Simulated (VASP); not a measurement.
Consider the following.

```
CELL_PARAMETERS angstrom
      0.00000     2.19449     2.19449
      2.19449     0.00000     2.19449
      2.19449     2.19449     0.00000
ATOMIC_POSITIONS crystal
  Nb 0.00000 0.00000 0.00000
  N  0.50000 0.50000 0.50000
```

These are vdW-DF-cx, VASP's PBE PAW potentials (set 64) (plane waves; VASP) values and carry that method's errors. Numerical set-up: 520 eV cut-off, Gaussian smearing of 0.050 eV, potentials Nb_sv N.

Task: Give the energies of bands 6 to 12 at the high-symmetry points, in eV from the Fermi level.

Result: 
```
band      Γ      X      U      L      W
----  -----  -----  -----  -----  -----
6     -3.32  -5.72  -6.82  -9.15  -6.68
7     -3.32  -5.07  -5.97  -7.07  -6.01
8     -3.32  -3.98  -5.63  -7.07  -6.01
9     -2.02  -3.98  -1.90   1.50  -0.09
10    -2.02   1.63   2.02   1.50  -0.09
11    -2.02   2.82   2.19   2.02   2.83
12    -0.12   2.82   4.15   4.56   3.52
```

It has no gap at this level: it comes out as a metal or semimetal.

The compound is NbN in the rock salt structure, the cubic δ form, which competes with hexagonal ones. It was relaxed first.
